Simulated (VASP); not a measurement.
VASP ran on this input.

**INCAR**
```
! general
SYSTEM  = Ca
PREC    = Accurate
ENCUT   = 480
LREAL   = .FALSE.
LASPH   = .TRUE.

! electronic loop
EDIFF   = 1E-7
NELM    = 100
ALGO    = Normal
LMIXTAU = .TRUE.

! smearing
ISMEAR  = 1
SIGMA   = 0.1

! functional
METAGGA = R2SCAN

! ions
ISIF    = 2

! output
LWAVE   = .FALSE.
LCHARG  = .FALSE.
```

### POSCAR
```
Ca
1
    0.0000000000     2.7863001217     2.7863001217
    2.7863001217     0.0000000000     2.7863001217
    2.7863001217     2.7863001217     0.0000000000
Ca
1
Direct
  0.0000000000   0.0000000000   0.0000000000
```

### KPOINTS
```
K-points
0
Gamma
10 10 10
```

POTCAR, in this order: Ca_sv (PBE.64 set). Program: vasp_std.

Task: Translate this r2SCAN calculation to Ansatz.

Result: One equivalent input (not run):
Ansatz 0.2 input:
```yaml
crystal:
  lattice:
    - [0.0000000, 2.7863001, 2.7863001]
    - [2.7863001, 0.0000000, 2.7863001]
    - [2.7863001, 2.7863001, 0.0000000]
  atoms:
    - { symbol: Ca, position: [0.0000000, 0.0000000, 0.0000000] }
kpoints:
  mp_grid: { grid: [10, 10, 10] }
hamiltonian:
  xc: r2scan
  pseudopotentials: { kind: paw }
scf:
  occupations: { method: methfessel_paxton, width: 0.1 }
  max_iter: 100
output: { forces: true, stress: true, eigenvalues: true }
```
What does not carry over: each code has its own PAW files, so the cut-off isn't converted (ENCUT is set for VASP's; basis.ecutwfc is left out, and Ansatz then takes the one that its files recommend); Ansatz stops its SCF on the density residual and VASP on the energy change (EDIFF).

The compound is Ca in the fcc structure. It was relaxed first.
